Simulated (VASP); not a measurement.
## CdSe (relaxed from the wurtzite structure, space group P6_3mc): computed properties

Computed with PBE GGA, VASP's PBE PAW potentials (set 64) (plane waves; VASP).

| Item | Result |
|---|---|
| space group | P6_3mc (186) |
| cell | a = b = 4.376 Å, c = 7.152 Å, α = β = 90.00°, γ = 120.00° |
| volume per atom | 29.65 Å^3/atom |
| band gap (over mesh and band path) | 0.54 eV |
| smallest direct gap (over mesh and band path) | 0.54 eV |
| band-edge character | direct, Γ to Γ |
| density | 5.36 g/cm³ |

CdSe has the hexagonal space group P6₃mc (No. 186), the wurtzite structure, Pearson symbol hP4. Conventional cell: a = b = 4.3758 Å, c = 7.1521 Å, α = β = 90.00°, γ = 120.00°. Cd on 2b is coordinated by 4 Se at 2.680–2.683 Å (tetrahedral). Se on 2b is surrounded by 4 Cd at 2.680–2.683 Å (tetrahedral). (Neighbours: up to the widest gap in distance over summed covalent radii, below 1.35, at either atom; cation-cation and far metal-metal contacts left out.)

The structure was generated: CdSe was put into the wurtzite type (P6_3mc), which need not be its known phase. It was relaxed first. Symmetry was kept, so distortions that lower it aren't found.
